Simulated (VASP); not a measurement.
Input:

```yaml
crystal:
  lattice:
    - [0.00000, 3.00248, 3.00248]
    - [3.00248, 0.00000, 3.00248]
    - [3.00248, 3.00248, 0.00000]
  atoms:
    - { symbol: Pb, position: [0.00000, 0.00000, 0.00000] }
    - { symbol: S, position: [0.50000, 0.50000, 0.50000] }
```

Level of theory: PBE GGA, VASP's PBE PAW potentials (set 64) (plane waves; VASP). Run with 520 eV cut-off, Gaussian smearing of 0.050 eV, potentials Pb_d S.

Unless said otherwise, spin-orbit coupling is left out, though it shifts the bands of the heavy elements here.

Estimate the band gap (along the path) with the smallest direct gap where there is one.

| Property | Value |
|---|---|
| band gap (along the path) | 0.49 eV |
| smallest direct gap (along the path) | 0.49 eV |

The absolute energy has meaning only against runs of the same code, potentials and settings.

The compound is PbS in the rock salt structure. It was relaxed first.
